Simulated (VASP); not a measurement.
# Be4Cr (Im-3m) in VASP: further runs

The runs below take Be4Cr through relaxation of cell and atoms, relaxation of the atoms, with PBE, RPBE.

Program: VASP 6.6.1. These are calculated values, not measurements. Logs are shortened: lines on timing, memory, paths and dates and some standing lists are left out, and cuts for length are marked.

## (1) Starting point

It takes space group Im-3m (No. 229, cubic). Conventional cell: a = 4.363 Å, b = 4.363 Å, c = 4.363 Å, α = 90.00°, β = 90.00°, γ = 90.00°. Around Be (site symmetry -3m) lie 2 Cr at 1.89 Å. Cr (site symmetry m-3m) is surrounded by 8 Be at 1.89 Å.

The cell was built by a generator and needn't be a form met in nature.

## (2) Relaxation of cell and atoms, PBE, collinear spin, ferromagnetic start

The input, INCAR:

```
PREC     = Accurate       # precision mode
ENCUT    = 600            # plane-wave cutoff, eV
EDIFF    = 1E-7           # SCF threshold, eV
ISMEAR   = 1              # smearing method
SIGMA    = 0.2            # smearing width, eV
LREAL    = False          # projectors in reciprocal space
LASPH    = True           # aspherical terms in the spheres
NELM     = 150            # most SCF steps
ALGO     = Normal         # electronic algorithm
ISIF     = 3              # what is computed and relaxed
LWAVE    = False          # write WAVECAR
LCHARG   = False          # write CHGCAR
ISPIN    = 2              # spin polarisation
MAGMOM   = 0 0 0 0 3      # initial moments
LORBIT   = 11             # projections on sites
LMAXMIX  = 4              # l up to which the mixer works
GGA      = PE             # functional
IBRION   = 2              # ionic algorithm
NSW      = 40             # ionic steps
EDIFFG   = -0.01          # ionic threshold
```

The input, KPOINTS:

```
regular mesh
0
Gamma
  9 9 9
```

The input, POSCAR:

```
Be4Cr
1.0
   -2.1814546100      2.1814546100      2.1814546100
    2.1814546100     -2.1814546100      2.1814546100
    2.1814546100      2.1814546100     -2.1814546100
Be Cr
4 1
Direct
    0.0000000000      0.0000000000      0.5000000000
    0.0000000000      0.5000000000      0.0000000000
    0.5000000000      0.0000000000      0.0000000000
    0.5000000000      0.5000000000      0.5000000000
    0.0000000000      0.0000000000      0.0000000000
```

Potentials or basis: VASP PAW PBE potentials, release 64 (Be, Cr_pv).

Started as:

```console
$ cat potpaw_PBE.64/Be/POTCAR potpaw_PBE.64/Cr_pv/POTCAR > POTCAR
$ mpirun -np 1 vasp_std > vasp.out
```

OUTCAR:

```text
PREC = Accurate
   ENCUT = 600
   EDIFF = 1E-7
   ISMEAR = 1
   LREAL = False
   LASPH = True
   NELM = 150
   ISIF = 3
   ISPIN = 2
   LORBIT = 11
   GGA = PE
   IBRION = 2
   NSW = 40
   EDIFFG = -0.01

 ion  position               nearest neighbor table
   1  0.000  0.000  0.500-   5 1.89   5 1.89   4 2.18   2 2.18   3 2.18   2 2.18   3 2.18   4 2.18

   2  0.000  0.500  0.000-   5 1.89   5 1.89   4 2.18   1 2.18   3 2.18   1 2.18   4 2.18   3 2.18

   3  0.500  0.000  0.000-   5 1.89   5 1.89   4 2.18   1 2.18   4 2.18   2 2.18   1 2.18   2 2.18

   4  0.500  0.500  0.500-   5 1.89   5 1.89   3 2.18   1 2.18   3 2.18   2 2.18   1 2.18   2 2.18

   5  0.000  0.000  0.000-   1 1.89   2 1.89   3 1.89   4 1.89   1 1.89   2 1.89   3 1.89   4 1.89

  LATTYP: Found a body centered cubic cell.
 ALAT       =     4.3629092200

  Lattice vectors:

 A1 = (  -2.1814546100,   2.1814546100,   2.1814546100)
 A2 = (   2.1814546100,  -2.1814546100,   2.1814546100)
 A3 = (   2.1814546100,   2.1814546100,  -2.1814546100)

Analysis of symmetry for initial positions (statically):
=====================================================================
 Subroutine PRICEL returns:
 Original cell was already a primitive cell.

 Routine SETGRP: Setting up the symmetry group for a
 body centered cubic supercell.

 Subroutine GETGRP returns: Found 48 space group operations
 (whereof 48 operations were pure point group operations)
 out of a pool of 48 trial point group operations.

The static configuration has the point symmetry O_h .

Analysis of symmetry for dynamics (positions and initial velocities):
=====================================================================
 Subroutine PRICEL returns:
 Original cell was already a primitive cell.

 Routine SETGRP: Setting up the symmetry group for a
 body centered cubic supercell.

 Subroutine GETGRP returns: Found 48 space group operations
 (whereof 48 operations were pure point group operations)
 out of a pool of 48 trial point group operations.

The dynamic configuration has the point symmetry O_h .

Analysis of structural, dynamic, and magnetic symmetry:
=====================================================================
 Subroutine PRICEL returns:
 Original cell was already a primitive cell.

 Routine SETGRP: Setting up the symmetry group for a
 body centered cubic supercell.

 Subroutine GETGRP returns: Found 48 space group operations
 (whereof 48 operations were pure point group operations)
 out of a pool of 48 trial point group operations.

The overall configuration has the point symmetry O_h .

 Subroutine INISYM returns: Found 48 space group operations
 (whereof 48 operations are pure point group operations),
 and found     1 'primitive' translations

----------------------------------------------------------------------------------------

                                     Primitive cell

  volume of cell :      41.5239

  direct lattice vectors                    reciprocal lattice vectors
    -2.181454610  2.181454610  2.181454610     0.000000000  0.229204861  0.229204861
     2.181454610 -2.181454610  2.181454610     0.229204861  0.000000000  0.229204861
     2.181454610  2.181454610 -2.181454610     0.229204861  0.229204861  0.000000000

  length of vectors
     3.778390219  3.778390219  3.778390219     0.324144623  0.324144623  0.324144623

  position of ions in fractional coordinates (direct lattice)
     0.000000000  0.000000000  0.500000000
     0.000000000  0.500000000  0.000000000
     0.500000000  0.000000000  0.000000000
     0.500000000  0.500000000  0.500000000
     0.000000000  0.000000000  0.000000000

  ion indices of the primitive-cell ions
   primitive index   ion index
                 1           1
                 2           2
                 3           3
                 4           4
                 5           5

----------------------------------------------------------------------------------------

 KPOINTS: regular mesh

Automatic generation of k-mesh.
 Grid dimensions read from file:
 generate k-points for:    9    9    9

 Generating k-lattice:

  Cartesian coordinates                     Fractional coordinates (reciprocal lattice)
     0.000000000  0.025467207  0.025467207     0.111111111  0.000000000  0.000000000
     0.025467207  0.000000000  0.025467207     0.000000000  0.111111111  0.000000000
     0.025467207  0.025467207  0.000000000     0.000000000  0.000000000  0.111111111

  Length of vectors
     0.036016069  0.036016069  0.036016069

  Shift w.r.t. Gamma in fractional coordinates (k-lattice)
     0.000000000  0.000000000  0.000000000

 Subroutine IBZKPT returns following result:
 ===========================================

 Found     35 irreducible k-points:

 Following reciprocal coordinates:
            Coordinates               Weight
  0.000000  0.000000  0.000000      1.000000
  0.111111  0.000000  0.000000     12.000000
  0.222222  0.000000  0.000000     12.000000
  0.333333  0.000000  0.000000     12.000000
  0.444444  0.000000  0.000000     12.000000
  0.111111  0.111111  0.000000     24.000000
[... 16 lines left out ...]
 -0.333333  0.444444  0.111111     48.000000
 -0.444444 -0.444444  0.111111     24.000000
 [... further k-points ...]
   k-points           NKPTS =     35   k-points in BZ     NKDIM =     35   number of bands    NBANDS=     16
   number of dos      NEDOS =    301   number of ions     NIONS =      5
   total plane-waves  NPLWV =  27000
   dimension x,y,z NGX =    30 NGY =   30 NGZ =   30
   dimension x,y,z NGXF=    60 NGYF=   60 NGZF=   60
   ions per type =               4   1
   NGX,Y,Z   is equivalent  to a cutoff of  13.20, 13.20, 13.20 a.u.
   NGXF,Y,Z  is equivalent  to a cutoff of  26.40, 26.40, 26.40 a.u.
 SYSTEM =  unknown system
   PREC   = accura    normal or accurate (medium, high low for compatibility)
   ISTART =      0    job   : 0-new  1-cont  2-samecut
   ICHARG =      2    charge: 1-file 2-atom 10-const
   ISPIN  =      2    spin polarized calculation?
   LNONCOLLINEAR =      F non collinear calculations
   LSORBIT =      F    spin-orbit coupling
   LASPH  =      T    aspherical Exc in radial PAW
   ENCUT  =  600.0 eV  44.10 Ry    6.64 a.u.   7.55  7.55  7.55*2*pi/ulx,y,z
   NELM   =    150;   NELMIN=  2; NELMDL= -5     # of ELM steps
   EDIFF  = 0.1E-06   stopping-criterion for ELM
   LREAL  =      F    real-space projection
   EDIFFG = -.1E-01   stopping-criterion for IOM
   NSW    =     40    number of steps for IOM
   IBRION =      2    ionic relax: 0-MD 1-quasi-New 2-CG
   NFREE  =      1    steps in history (QN), initial steepest desc. (CG)
   ISIF   =      3    stress and relaxation
   ISYM   =      2    0-nonsym 1-usesym 2-fastsym
   POTIM  = 0.5000    time-step for ionic-motion
   TEBEG  =    0.0;   TEEND  =   0.0 temperature during run
   PSTRESS=    0.0 pullay stress
   NELECT =      20.0000    total number of electrons
   NUPDOWN=      -1.0000    fix difference up-down
   EMIN   =  10.00;   EMAX   =-10.00  energy-range for DOS
   EFERMI =   0.00;   METHOD = LEGACY
   ISMEAR =     1;   SIGMA  =   0.20  broadening in eV -4-tet -1-fermi 0-gaus
   EFERMI_NEDOS =   21; number of points for ismear=-14 and -15
   IALGO  =     38    algorithm
   IMIX   =      4    mixing-type and parameters
     AMIX     =   0.40;   BMIX     =  1.00
     AMIX_MAG =   1.60;   BMIX_MAG =  1.00
  volume/ion in A,a.u.               =       8.30        56.04
  Fermi-wavevector in a.u.,A,eV,Ry     =   1.283272  2.425032 22.405891  1.646787
  Thomas-Fermi vector in A             =   2.415534
   LORBIT       =     11    0 simple, 1 ext, 2 COOP (PROOUT), +10 PAW based schemes
   GGA     = PE    functional components
   LHFCALC =     F    Hartree Fock is set to
   AEXX    =    0.0000 exact exchange contribution
   IVDW    =     0    specifies the selected vdW correction
   LEPSILON=     F    determine dielectric tensor
   LRPA    =     F    only Hartree local field effects (RPA)
 conjugate gradient relaxation of ions
 spin polarized calculation
 Methfessel and Paxton  Order N= 1 SIGMA  =   0.20
  energy-cutoff  :      600.00
  volume of cell :       41.52
 maximum number of plane-waves:      1413
 NGX is ok and might be reduce to    30
   NGX = 15   NGY = 15   NGZ = 15

--------------------------------------- Ionic step        1  -------------------------------------------

 number of electron      19.9999998 magnetization       0.3655882

 Free energy of the ion-electron system (eV)
  ---------------------------------------------------
  ext. energy  EPLUGINS =         0.00000000
  ---------------------------------------------------
  free energy    TOTEN  =       -14.44296882 eV

  energy without entropy =      -14.44295182  energy(sigma->0) =      -14.44296315

 E-fermi :   7.1489     XC(G=0): -11.3371

 val. band max:        7.1472219673   @ k =   0.2222   0.2222   0.1111
 cond. band min:       7.1682864178   @ k =  -0.2222   0.3333   0.1111
 fundamental gap:      0.0210644505
 Fermi energy:         7.1489148825

 spin component 1

 k-point     1 :       0.0000    0.0000    0.0000
  band No.  band energies     occupation
      1     -33.9409      1.00000
      2     -33.9409      1.00000
      3     -33.9409      1.00000
      4      -1.9478      1.00000
      5       6.3644      1.00000
      6       6.3644      1.00000
[... 8 lines left out ...]
     15       8.4500     -0.00000
     16      16.2768      0.00000
[... 1013 lines left out ...]
  energy  without entropy=      -18.8075650933  energy(sigma->0) =      -18.80630589

--------------------------------------- Ionic step        4  -------------------------------------------

 number of electron      20.0000024 magnetization      -4.0230983

 Free energy of the ion-electron system (eV)
  ---------------------------------------------------
  ext. energy  EPLUGINS =         0.00000000
  ---------------------------------------------------
  free energy    TOTEN  =       -18.82040887 eV

  energy without entropy =      -18.82262975  energy(sigma->0) =      -18.82114917

 E-fermi :   3.1141     XC(G=0):  -9.3580

 val. band max:        3.0934046838   @ k =  -0.1111   0.1111   0.1111
 cond. band min:       3.1156322433   @ k =  -0.4444   0.4444   0.3333
 fundamental gap:      0.0222275595
 Fermi energy:         3.1140929673

 spin component 1

 k-point     1 :       0.0000    0.0000    0.0000
  band No.  band energies     occupation
      1     -37.7305      1.00000
      2     -37.7305      1.00000
      3     -37.7305      1.00000
      4      -3.6912      1.00000
      5       2.9530      0.99146
      6       2.9530      0.99146
[... 8 lines left out ...]
     15       4.5383     -0.00000
     16       9.7279      0.00000
[... 929 lines left out ...]
  FREE ENERGIE OF THE ION-ELECTRON SYSTEM (eV)
  ---------------------------------------------------
  free  energy   TOTEN  =       -18.8204088743 eV

  energy  without entropy=      -18.8226297473  energy(sigma->0) =      -18.82114917

 reached required accuracy - stopping structural energy minimisation

 total charge

# of ion       s       p       d       tot
------------------------------------------
    1        0.468   0.446   0.000   0.914
    2        0.468   0.446   0.000   0.914
    3        0.468   0.446   0.000   0.914
    4        0.468   0.446   0.000   0.914
    5        0.433   6.386   4.201  11.020
--------------------------------------------------
tot          2.305   8.172   4.201  14.678

 magnetization (x)

# of ion       s       p       d       tot
------------------------------------------
    1       -0.013  -0.119   0.000  -0.131
    2       -0.013  -0.119   0.000  -0.131
    3       -0.013  -0.119   0.000  -0.131
    4       -0.013  -0.119   0.000  -0.131
    5       -0.027  -0.215  -2.557  -2.799
--------------------------------------------------
tot         -0.077  -0.689  -2.557  -3.324
```

Run time: 5.6 min. Hardware: 1 thread of Intel Xeon Platinum 8375C at 2.90GHz (Ice Lake), shared host; peak memory 0.21 GiB.

What came out:

```yaml
Free_energy: -18.8204 eV
Relaxed_volume: 14.09 Å³/atom
Relaxed_cell: a = 4.507 Å, b = 4.507 Å, c = 4.507 Å, α = 109.47°, β = 109.47°, γ = 109.47°
Space_group_after_relaxing_to_0.05_Å: Im-3m (No. 229)
Energy_gained_by_relaxing: 875.5 meV/atom
Ionic_steps: 4
Pressure_after_relaxing: -0.1 GPa
Band_gap_on_the_k_mesh: none (metal or under the smearing width)
Net_moment: -4.02 μB per cell
Site_moments: Be -0.13; Cr -2.80 μB
Valence_electrons_inside_the_program's_atomic_spheres: Be 0.91; Cr 11.02
```

The path:
```
step  energy change (eV)  largest force (eV/Å)  pressure (GPa)  volume (Å³)
   1              0.0000                0.0000           69.50        41.52
   2             -4.3470                0.0000            3.15        67.15
   3             -4.3627                0.0000           -1.94        72.71
   4             -4.3774                0.0000           -0.09        70.45
```

Final structure:
```
Be Cr
1.0
    -2.60185    2.60185    2.60185
     2.60185   -2.60185    2.60185
     2.60185    2.60185   -2.60185
Be Cr
4 1
Direct
  0.00000 0.00000 0.50000
  0.00000 0.50000 0.00000
  0.50000 0.00000 0.00000
  0.50000 0.50000 0.50000
  0.00000 0.00000 0.00000
```

Levels at points of the mesh, in eV from the Fermi level:
Spin up:
| k point | band 6 | band 7 | band 8 | band 9 | band 10 | band 11 |
| --- | --- | --- | --- | --- | --- | --- |
| (0.00, 0.00, 0.00) | -0.16 | -0.16 | 0.86 | 0.86 | 0.86 | 1.28 |
Spin down:
```tsv
k point	band 8	band 9	band 10	band 11	band 12	band 13	band 14	band 15	band 16
(0.00, 0.00, 0.00)	-0.97	-0.97	-0.15	-0.15	-0.15	1.30	1.30	1.30	5.68
```

Caveat: the volume moved by over 15 % at a fixed basis, so the end points are rough.

[end of part 1 of 2]
